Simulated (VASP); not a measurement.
ScIn3N2: relaxation of cell and atoms with PBE

Crystal: ScIn3N2.

```xyz
6
Lattice="4.8327 0.0000 0.0000 -2.4163 4.1852 0.0000 0.0000 0.0000 6.2288" Properties=species:S:1:pos:R:3 pbc="T T T"
Sc    2.4163    1.3951    3.1144
In   -1.1515    3.4549    0.0000
In    0.0000    1.4605    0.0000
In    1.1515    3.4549    0.0000
N     2.4163    1.3951    5.6054
N     2.4163    1.3951    0.6234
```

The cell was built by a generator and needn't be a form met in nature.

```yaml
Program: VASP 6.6.1
Task: relaxation of cell and atoms
Functional: PBE
Potentials_or_basis: VASP PAW PBE potentials, release 64 (Sc_sv, In_d, N)
Cutoff: 520 eV
k_mesh: 4 × 4 × 3
Occupations: gaussian, width 0.15 eV
Spin: no spin polarisation
Further_INCAR_settings: PREC = Normal; ALGO = Fast; EDIFF = 0.0001; IBRION = 2; EDIFFG = -0.08; NSW = 24; ISIF = 3
```

```yaml
Relaxed_volume: 26.73 Å³/atom
Relaxed_cell: a = 5.978 Å, b = 5.978 Å, c = 5.183 Å, α = 90.00°, β = 90.00°, γ = 120.00°
Space_group_after_relaxing_to_0.05_Å: P6/mmm (No. 191)
Energy_gained_by_relaxing: 1783.3 meV/atom
Ionic_steps: 20
Pressure_after_relaxing: 0.2 GPa
Largest_force_after_relaxing: 0.061 eV/Å
Band_gap_on_the_k_mesh: none (metal or under the smearing width)
```

Forces on the atoms (eV/Å):
```
Sc   0.000  0.000  0.000
In   0.022 -0.012  0.000
In   0.000  0.025  0.000
In  -0.022 -0.012  0.000
N    0.000  0.000  0.061
N    0.000  0.000 -0.061
```

Stress tensor (GPa, compression positive):
```
0.21 0.00 0.00
0.00 0.21 0.00
0.00 0.00 0.08
```

Step by step:
| step | energy change (eV) | largest force (eV/Å) | pressure (GPa) | volume (Å³) |
| --- | --- | --- | --- | --- |
| 1 | 0.0000 | 8.0529 | 35.23 | 125.98 |
| 2 | 2.8558 | 3.3836 | -6.35 | 221.24 |
| 3 | -5.7576 | 3.7659 | -6.34 | 205.65 |
| 4 | -6.2639 | 3.9250 | -6.05 | 195.69 |
| 5 | -6.9081 | 4.1969 | 0.15 | 161.62 |
| 6 | -6.9014 | 4.3617 | -3.90 | 175.57 |
| 7 | -9.9266 | 2.9336 | -1.14 | 176.69 |
| 8 | -10.1920 | 3.7362 | -3.76 | 177.30 |
| 9 | -7.0343 | 39.6293 | 12.88 | 162.47 |
| 10 | -10.3232 | 2.8627 | -3.35 | 175.67 |
| 11 | -10.4117 | 1.7797 | -2.82 | 174.47 |
| 12 | -10.4800 | 1.3453 | -1.36 | 171.94 |
| 13 | -10.4823 | 0.7239 | -1.64 | 172.42 |
| 14 | -10.6701 | 0.4059 | -0.92 | 165.18 |
| 15 | -10.6873 | 0.2550 | -0.50 | 162.50 |
| 16 | -10.6898 | 0.9641 | 0.91 | 159.82 |
| 17 | -10.6960 | 0.4214 | 0.12 | 160.99 |
| 18 | -10.6952 | 0.4994 | 0.43 | 159.88 |
| 19 | -10.7000 | 0.1033 | 0.25 | 160.47 |
| 20 | -10.6999 | 0.0613 | 0.17 | 160.40 |

Final structure:
```xyz
6
Lattice="5.9781 0.0000 0.0000 -2.9891 5.1772 0.0000 0.0000 0.0000 5.1826" Properties=species:S:1:pos:R:3 pbc="T T T"
Sc    2.9891    1.7257    2.5913
In   -1.4973    4.3159    0.0000
In    0.0000    1.7225    0.0000
In    1.4973    4.3159    0.0000
N     2.9891    1.7257    4.5592
N     2.9891    1.7257    0.6234
```

Levels at points of the mesh, in eV from the Fermi level:
```tsv
k point	band 27	band 28	band 29	band 30	band 31	band 32	band 33	band 34
(0.00, 0.00, 0.00)	-2.44	-2.44	-0.97	-0.97	-0.10	0.65	1.26	1.26
(0.50, 0.00, 0.00)	-2.05	-1.56	-1.10	-1.06	1.05	1.25	1.82	1.84
```

Wall time 4.8 min on 1 thread of Intel(R) Xeon(R) 6975P-C (Granite Rapids) (shared host), peak memory 0.2 GiB.

Caveat: the k mesh is coarse (spacing up to 0.38 Å⁻¹), so the values aren't converged; the standard files for N, O and F lose accuracy on very short bonds; the volume moved by over 15 % at a fixed basis, so the end points are rough; the relaxation stopped at a loose force limit of 0.08 eV/Å, so its end isn't a converged minimum.
